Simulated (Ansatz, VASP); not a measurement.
**P: VASP beside Ansatz**

Wanted: the spread between two codes on one cell, functional and k mesh.

Main program and level: Ansatz 0.2.0; plane waves, with VASP 6.6.1 beside it; single point at PBEsol.

## 1. The structure

The structure is orthorhombic, space group Cmce (No. 64). The conventional cell has a = 3.316 Å, b = 10.484 Å, c = 4.379 Å, α = 90.00°, β = 90.00°, γ = 90.00°. Nearest to P lie 3 P at 2.22 to 2.24 Å.

As a file:

```cif
data_structure
_symmetry_space_group_name_H-M 'Cmce'
_symmetry_Int_Tables_number 64
_cell_length_a 3.3164
_cell_length_b 10.4840
_cell_length_c 4.3793
_cell_angle_alpha 90.000
_cell_angle_beta 90.000
_cell_angle_gamma 90.000
_cell_volume 152.26
loop_
_atom_site_label
_atom_site_type_symbol
_atom_site_symmetry_multiplicity
_atom_site_Wyckoff_symbol
_atom_site_fract_x
_atom_site_fract_y
_atom_site_fract_z
_atom_site_occupancy
P1 P 8 f 0.00000 0.60162 0.41932 1
```

## 2. Ansatz: single point, PBEsol

Ansatz runs on its default PAW (the set named soft_2) files.

With cell and atoms fixed, the geometry can't cause a difference; cores, projectors, grids and the points listed under the comparison can.

input.yaml

```yaml
crystal:
  lattice:
    - [1.6582, -5.242, 0.0]
    - [1.6582, 5.242, 0.0]
    - [0.0, 0.0, 4.3793]
  atoms:
    - { symbol: P, position: [0.39838, 0.60162, 0.41932] }
    - { symbol: P, position: [0.10162, 0.89838, 0.91932] }
    - { symbol: P, position: [0.60162, 0.39838, 0.58068] }
    - { symbol: P, position: [0.89838, 0.10162, 0.08068] }
hamiltonian:
  xc: pbesol
  pseudopotentials: { kind: paw }
kpoints:
  mp_grid: { grid: [10, 10, 8] }
scf:
  occupations: { method: gaussian, width: 0.05 }
  n_extra_bands: 5
output:
  forces: true
  stress: true
  eigenvalues: true
```

On the command line:

```bash
$ ansatz run input.yaml --threads 2 --pin off --max-ram 4608MiB --backend cpu --events-out ev --progress --plain --runs-dir out
```

Numbers of over 12 decimals in the logs are rounded to 6 here.

Log:

```text
scf.n_extra_bands = 5 over 10 filled bands (N_el = 20.0): the run solves 15 bands
Engine: ansatz 0.2.0, aarch64-unknown-linux-gnu
Pseudopotentials: kind: paw
Pseudopotential: P, paw, valence charge 5, recommended cutoff 420 eV (normal), P.paw.azcp
Functional definition: PBEsol
  exchange = pbesol_x
  correlation = pbesol_c
Crystal: 4 atoms, lattice volume = 76.132 Å³
Basis set: ecut = 420 eV, 1491 PW (Γ), exchange–correlation on 80×80×60 points (8 copies of the dense FFT grid, shifted against one another)
Bands: 15, of which v1, the nominal top of the filled ones, is band 10 counted from 1 (9 counted from 0)
Symmetry: 8 space group operations
Space group: Cmce (ITA 64), of the structure as read, at distance tolerance 4.2e-5 Å
k-points: 155 of 800
Non-local potential: P, projectors of the file, l = 0: 2, l = 1: 2, l = 2: 2
PAW form: soft (Blöchl's): semilocal exchange-correlation on the pseudo side does not see the compensation charge
PAW frozen core: P, regenerated for the run's functional, and the local potential with it (the file was generated under x = pbe(κ = 0.804, μ = 0.219515), c = pbe(β = 0.066725))
PAW one-centre angular grid: P, 110 points (default); XC on 64 Gauss nodes
Initial density: superposition of atomic densities (neutral atoms: chi_scale 0, normalization atom), corrected by the library's trained network
Initial wavefunctions: pseudopotential atomic-orbital guess
Functional: x = pbesol(κ = 0.804, μ = 0.123457), c = pbesol(β = 0.046)
SCF iter   1: F=—  HF=-2960.127245 eV  |F-HF|=—  |Δ(HF+E_count)|=         —  Δρ=3.70e-3  dr2=1.02e-2  ethr=1.77e-3  ⟨swp⟩=7.8  Hψ=17120  notcnv=0
preconditioner: auto → Kerker (q_TF=auto, 2.183 Å⁻¹)  [metal: Δε(μ)=0.047 eV  Ē_g=9.267 eV  σ=0.050 eV  W_gap=0.48  n_scr=12 (ndim 8)  ℏωp=19.0 eV  f_vac=0.000  D(μ)=0.31/eV (n_scr^D=0)]
SCF iter   2: F=—  HF=-2960.125405 eV  |F-HF|=—  |Δ(HF+E_count)|=   1.84e-3  Δρ=2.27e-3  dr2=3.96e-3  ethr=5.09e-5  ⟨swp⟩=2.2  Hψ=4742  notcnv=0  defer=37
SCF iter   3: F=—  HF=-2960.124808 eV  |F-HF|=—  |Δ(HF+E_count)|=   5.97e-4  Δρ=3.70e-4  dr2=1.92e-4  ethr=1.98e-5  ⟨swp⟩=2.8  Hψ=3787  notcnv=0  defer=37
SCF iter   4: F=—  HF=-2960.124787 eV  |F-HF|=—  |Δ(HF+E_count)|=   2.12e-5  Δρ=1.90e-4  dr2=6.04e-5  ethr=9.59e-7  ⟨swp⟩=2.3  Hψ=3040  notcnv=0  defer=37
SCF iter   5: F=—  HF=-2960.124782 eV  |F-HF|=—  |Δ(HF+E_count)|=   5.22e-6  Δρ=3.64e-5  dr2=1.51e-6  ethr=3.02e-7  ⟨swp⟩=2.0  Hψ=3262  notcnv=0  defer=37
SCF iter   6: F=—  HF=-2960.124782 eV  |F-HF|=—  |Δ(HF+E_count)|=   1.78e-7  Δρ=1.03e-5  dr2=1.23e-7  ethr=7.54e-9  ⟨swp⟩=2.6  Hψ=3609  notcnv=0  defer=37
SCF iter   7: F=-2960.124782 eV  HF=-2960.124782 eV  |F-HF|=3.58e-9  |Δ(HF+E_count)|=   1.66e-9  Δρ=3.11e-6  dr2=9.38e-9  ethr=5.00e-10  ⟨swp⟩=10.1  Hψ=13143  notcnv=0
SCF 1 converged in 7 iterations: F = -2960.124782 eV  dr2 = 9.38e-9
  greatest PAW one-centre occupation: 0.807 electrons in one spin orbital (limit 2), on the P atom at site 3 (counted from 0), in its partial waves of l = 0
SCF converged after 7 iterations
Free energy (F): -2960.124782 eV
Harris-Foulkes:  -2960.124782 eV  (|F-HF|=3.58e-9)
Internal energy: -2960.124358 eV  (E = F + TS)
E sigma→0 (E₀):  -2960.124570 eV
Entropy (-TS):   -0.000424 eV (-0.106 meV/atom)
Fermi energy:    7.651579 eV
--- Per-component energies (eV) ---
  E_band       = 15.772613
  E_kinetic    = 279.690090
  E_local      = -276.333663  (includes V_loc(G=0)·N_el)
  E_nonlocal   = 136.247522
  E_hartree    = 74.249675
  E_xc         = -243.231078
  E_vxc        = -241.779880  (∫ρ·V_xc dr)
  E_paw        = -2216.428437  (= ΣΔE_a)
  E_vpaw       = -30.551590  (= ΣTr[D̂ρ^β])
  E_aug_tail   = 0.000012  (compensation charges beyond the density's cutoff)
  E_ewald      = -714.502864
  E_core_change = 0.184384  (= ΣΔE_core)
  E_smearing   = -0.000424  (= −TS)
  E_closure    = -0.000000  (closes the sum)
  Σ components = -2960.124782   (vs F -2960.124782, Δ=0.00e0)
--- Forces (eV/Å), atoms counted from 1 ---
  atom   1  P      0.00000000     0.07721680     0.05730544
  atom   2  P      0.00000000    -0.07721680     0.05730544
  atom   3  P      0.00000000    -0.07721680    -0.05730544
  atom   4  P      0.00000000     0.07721680    -0.05730544
  max |Σ_I F_I| component: 6.94e-18 eV/Å
--- Stress (GPa, compression-positive) ---
       -1.615146       0.000000       0.000000
        0.000000      -0.047140      -0.000000
        0.000000      -0.000000      -0.993799
  P = ⅓ Tr σ = -0.8854 GPa (-8.854 kbar)
--- Band table (eV; the first three rows and the last of 155) ---
  k-point 0: bands = [... 6 lower, 3.5370, 4.7129, 5.0288, 6.2119, 8.2772, 8.6144, 9.4021, 10.5793, ... 1 higher]
  k-point 1: bands = [... 6 lower, 3.6040, 5.0046, 5.4123, 5.6319, 8.5268, 9.0948, 9.2859, 10.3808, ... 1 higher]
  k-point 2: bands = [... 6 lower, 3.8841, 4.6841, 4.9112, 6.4760, 8.8325, 8.9177, 10.0417, 10.1729, ... 1 higher]
  k-point 154: bands = [... 6 lower, 5.0020, 5.0020, 5.9450, 5.9450, 8.9139, 8.9139, 10.1132, 10.1132, ... 1 higher]
```

Run time: 10 s. Hardware: 2 threads of Arm Neoverse N1, shared host; peak memory 0.42 GiB.

The run ends at a pressure of -0.89 GPa, with forces up to 0.096 eV/Å.

## 3. VASP: single point, PBEsol

The same cell, functional, mesh and smearing now go to VASP, with its own data sets and cutoff.

Lines of VASP's logs that name or quote its potential files are left out, and so is its time.

INCAR

```
SYSTEM = P
PREC = Accurate
ENCUT = 400
EDIFF = 1E-05
NELM = 100
ISMEAR = 0
SIGMA = 0.05
LREAL = .FALSE.
ALGO = Normal
GGA = PS
NBANDS = 16
LORBIT = 11
LWAVE = .FALSE.
LCHARG = .FALSE.
KPAR = 8
```

POSCAR

```
P
1.0
    1.6582000000     -5.2420000000      0.0000000000
    1.6582000000      5.2420000000      0.0000000000
    0.0000000000      0.0000000000      4.3793000000
P
4
Direct
    0.3983800000      0.6016200000      0.4193200000
    0.1016200000      0.8983800000      0.9193200000
    0.6016200000      0.3983800000      0.5806800000
    0.8983800000      0.1016200000      0.0806800000
```

KPOINTS

```
Automatic mesh
0
Gamma
10 10 8
0 0 0
```

PAW data sets: P (PBE family, release 64).

On the command line:

```bash
$ mpirun -np 8 vasp_std
```

Log:

```text
[banner, memory and clock lines left out]
running    8 mpi-ranks, on    1 nodes
 distrk:  each k-point on    1 cores,    8 groups
 distr:  one band on    1 cores,    1 groups

 POSCAR found type information on POSCAR P
 POSCAR found :  1 types and       4 ions
|                                                                             |
|           W    W    AA    RRRRR   N    N  II  N    N   GGGG   !!!           |
|           W    W   A  A   R    R  NN   N  II  NN   N  G    G  !!!           |
|           W    W  A    A  R    R  N N  N  II  N N  N  G       !!!           |
|           W WW W  AAAAAA  RRRRR   N  N N  II  N  N N  G  GGG   !            |
|           WW  WW  A    A  R   R   N   NN  II  N   NN  G    G                |
|           W    W  A    A  R    R  N    N  II  N    N   GGGG   !!!           |
|                                                                             |
|     For optimal performance we recommend to set                             |
|       NCORE = 2 up to number-of-cores-per-socket                            |
|     NCORE specifies how many cores store one orbital (NPAR=cpu/NCORE).      |
|     This setting can greatly improve the performance of VASP for DFT.       |
|     The default, NCORE=1 might be grossly inefficient on modern             |
|     multi-core architectures or massively parallel machines. Do your        |
|     Unfortunately you need to use the default for GW and RPA                |
|     calculations (for HF NCORE is supported but not extensively tested      |
|     yet).                                                                   |
|                                                                             |

|                                                                             |
|               ----> ADVICE to this user running VASP <----                  |
|                                                                             |
|     You enforced a specific xc type in the INCAR file but a different       |
|     [... a line on the potential file left out ...]
|     I HOPE YOU KNOW WHAT YOU ARE DOING!                                     |
|                                                                             |

 LDA part: xc-table for (Slater+PW92), standard interpolation
 POSCAR, INCAR and KPOINTS ok, starting setup
 FFT: planning ... GRIDC
 FFT: planning ... GRID_SOFT
 FFT: planning ... GRID
 WAVECAR not read
 entering main loop
       N       E                     dE             d eps       ncg     rms          rms(c)
DAV:   1     0.478835427114E+02    0.47884E+02   -0.71403E+03  4960   0.857E+02
DAV:   2    -0.203815795345E+02   -0.68265E+02   -0.65903E+02  6808   0.147E+02
DAV:   3    -0.231916205469E+02   -0.28100E+01   -0.27997E+01  6736   0.325E+01
DAV:   4    -0.232199964817E+02   -0.28376E-01   -0.28368E-01  6344   0.389E+00
DAV:   5    -0.232205369906E+02   -0.54051E-03   -0.54048E-03  6824   0.489E-01    0.999E+00
DAV:   6    -0.230797680788E+02    0.14077E+00   -0.63038E-02  5896   0.139E+00    0.584E+00
DAV:   7    -0.230169029763E+02    0.62865E-01   -0.10733E-01  6216   0.184E+00    0.241E-01
DAV:   8    -0.230165630169E+02    0.33996E-03   -0.96125E-03  5832   0.617E-01    0.131E-01
DAV:   9    -0.230166020889E+02   -0.39072E-04   -0.34070E-04  6880   0.121E-01    0.702E-02
DAV:  10    -0.230166030379E+02   -0.94896E-06   -0.48961E-05  5984   0.389E-02
   1 F= -.23016603E+02 E0= -.23016387E+02  d E =-.431225E-03
```

OUTCAR, selected parts (step 3):

```text
ion  position               nearest neighbor table
   1  0.398  0.602  0.419-   4 2.22   4 2.22   3 2.24
   2  0.102  0.898  0.919-   3 2.22   3 2.22   4 2.24
   3  0.602  0.398  0.581-   2 2.22   2 2.22   1 2.24
   4  0.898  0.102  0.081-   1 2.22   1 2.22   2 2.24

  LATTYP: Found a base centered orthorhombic cell.
 ALAT       =     3.3164000000
 B/A-ratio  =     3.1612591967
 C/A-ratio  =     1.3204981305

 Subroutine GETGRP returns: Found  8 space group operations
 (whereof  4 operations were pure point group operations)

The static configuration has the point symmetry C_2h.
 The point group associated with its full space group is D_2h.

 Found    155 irreducible k-points:

   k-points           NKPTS =    155   k-points in BZ     NKDIM =    155   number of bands    NBANDS=     16

   dimension x,y,z NGX =    36 NGY =   36 NGZ =   30
   dimension x,y,z NGXF=    72 NGYF=   72 NGZF=   60

   ENCUT  =  400.0 eV  29.40 Ry    5.42 a.u.   8.97  8.97  7.14*2*pi/ulx,y,z

   NELECT =      20.0000    total number of electrons

 k-points in reciprocal lattice and weights: Automatic mesh
   0.00000000  0.00000000  0.00000000       0.001
   0.10000000  0.00000000  0.00000000       0.005
   0.20000000  0.00000000  0.00000000       0.005
   0.30000000  0.00000000  0.00000000       0.005
   0.40000000  0.00000000  0.00000000       0.005
   0.50000000  0.00000000  0.00000000       0.003
   0.10000000  0.10000000  0.00000000       0.003
   0.20000000  0.10000000  0.00000000       0.005
   0.30000000  0.10000000  0.00000000       0.005
[...]
-0.40000000  0.40000000  0.50000000       0.003
   0.50000000  0.50000000  0.50000000       0.001

 average (electrostatic) potential at core
       1 -82.8956       2 -82.8956       3 -82.8956       4 -82.8956

 E-fermi :   6.6107

 k-point     1 :       0.0000    0.0000    0.0000
  band No.  band energies     occupation
    ...
      6       1.9140      2.00000
      7       2.5052      2.00000
      8       3.6708      2.00000
      9       3.9985      2.00000
     10       5.1652      2.00000
     11       7.2435      0.00000
     12       7.5963      0.00000
     13       8.3858      0.00000
     14       9.5499      0.00000
     15      11.8631      0.00000
    ...

 k-point     2 :       0.1000    0.0000    0.0000
  band No.  band energies     occupation
    ...
      6       1.6619      2.00000
      7       1.9003      2.00000
      8       3.5843      2.00000
      9       3.7269      2.00000
     10       5.2906      2.00000
     11       7.3798      0.00000
     12       8.4940      0.00000
     13       8.9382      0.00000
     14       9.3101      0.00000
     15      11.1792      0.00000
    ...

 k-point     3 :       0.2000    0.0000    0.0000
  band No.  band energies     occupation
    ...
      6       1.0252      2.00000
      7       1.9611      2.00000
      8       3.2945      2.00000
      9       3.8633      2.00000
     10       5.3819      2.00000
     11       7.5409      0.00000
     12       8.0403      0.00000
     13       9.5571      0.00000
     14       9.9228      0.00000
     15      10.3698      0.00000
    ...

  Total       -0.7913240     -0.0621473     -0.5090155      0.0000000     -0.0000000      0.0000000
  in kB      -16.6531474     -1.3078696    -10.7120583      0.0000000     -0.0000000      0.0000000
  external PRESSURE =      -9.5576918 kB  Pullay stress =       0.0000000 kB

  energy-cutoff  :      400.00
  volume of cell :       76.13
      direct lattice vectors                 reciprocal lattice vectors
     1.658200000 -5.242000000  0.000000000     0.301531781 -0.095383441  0.000000000
     1.658200000  5.242000000  0.000000000     0.301531781  0.095383441  0.000000000
     0.000000000  0.000000000  4.379300000     0.000000000  0.000000000  0.228346996

 POSITION                                       TOTAL-FORCE (eV/Angst)
 -----------------------------------------------------------------------------------
      1.65820      1.06538      1.83633         0.000000      0.061185      0.040057
      1.65820      4.17662      4.02598         0.000000     -0.061185      0.040057
      1.65820     -1.06538      2.54297         0.000000     -0.061185     -0.040057
      1.65820     -4.17662      0.35332         0.000000      0.061185     -0.040057
 -----------------------------------------------------------------------------------
    total drift:                               -0.000000      0.000000      0.000000

  FREE ENERGIE OF THE ION-ELECTRON SYSTEM (eV)
  ---------------------------------------------------
  free  energy   TOTEN  =       -23.0166030379 eV

  energy  without entropy=      -23.0161718125  energy(sigma->0) =      -23.01638743

 total charge
# of ion       s       p       d       tot
------------------------------------------
    1        1.080   1.366   0.000   2.446
    2        1.080   1.366   0.000   2.446
    3        1.080   1.366   0.000   2.446
    4        1.080   1.366   0.000   2.446
--------------------------------------------------
tot          4.319   5.465   0.000   9.783

[... 3 further parts left out ...]
```

The run ends at a pressure of -0.96 GPa, with forces up to 0.073 eV/Å.

## 4. Side by side

Known differences besides the potentials themselves: the cutoff is 420 eV in Ansatz and 400 eV in VASP; Ansatz makes its cores anew for this functional, VASP keeps those of its PBE data sets; VASP leaves aspherical gradient terms in its spheres out (LASPH is not set), Ansatz keeps them. Total energies have different zeros and are not compared.

Compared:

```tsv
quantity	Ansatz	VASP	difference
pressure (GPa)	-0.89	-0.96	+0.07
```

Forces (eV/Å; atoms numbered as in POSCAR):

```tsv
atom	Ansatz x, y, z	VASP x, y, z
P1	0.000, 0.077, 0.057	0.000, 0.061, 0.040
P2	0.000, -0.077, 0.057	0.000, -0.061, 0.040
P3	0.000, -0.077, -0.057	0.000, -0.061, -0.040
P4	0.000, 0.077, -0.057	0.000, 0.061, -0.040
```

The forces differ by 14 meV/Å r.m.s., which is 32.2 % of the r.m.s. force of 0.04 eV/Å (both taken over all components). Ansatz's pressure holds a Pulay correction of 0.03 GPa; VASP's holds none.

## 5. Further runs

Further runs change the set-up of one program: Ansatz's method, potentials or start, or VASP's data sets, cutoff or form of LDA. The table gives Ansatz less VASP for each quantity, since a change that brings one quantity closer may part another.

```tsv
run	r.m.s. force difference (meV/Å)	pressure (GPa)
as above	14	0.070
cores kept as stored	20	0.15
Ansatz's larger PAW set (cutoff 510 eV)	12	0.094
norm-conserving potentials (cutoff 599 eV)	13	0.040
```

## 6. Outcome

- r.m.s. force difference (single point, PBEsol): 14 meV/Å

In words: The r.m.s. force difference is 14 meV/Å (single point, PBEsol), beyond the 12 meV/Å picked in this series as the mark of a large difference. Single point, PBEsol, cores kept as stored: r.m.s. force difference goes from 14 to 20 meV/Å; the difference in pressure goes from 0.070 to 0.15 GPa. Single point, PBEsol, Ansatz's larger PAW set (cutoff 510 eV): the difference in pressure goes from 0.070 to 0.094 GPa. Single point, PBEsol, norm-conserving potentials (cutoff 599 eV): the difference in pressure goes from 0.070 to 0.040 GPa. 2 further runs of this series are not shown here. How closely two codes agree says nothing of how well the functional describes the real material.

[Lines on the potential files, build, host, timing and source positions are cut from VASP's logs without a mark.]

[Logs are printed without paths, hosts, clocks, repeated set-up lines and the standing remarks that a program may print on its own settings, such as how far it seeks lower states.]

[Hosts, paths, dates, database ids (printed as entryN), source tags and the programs' standing remarks are cut or masked in the printed files.]
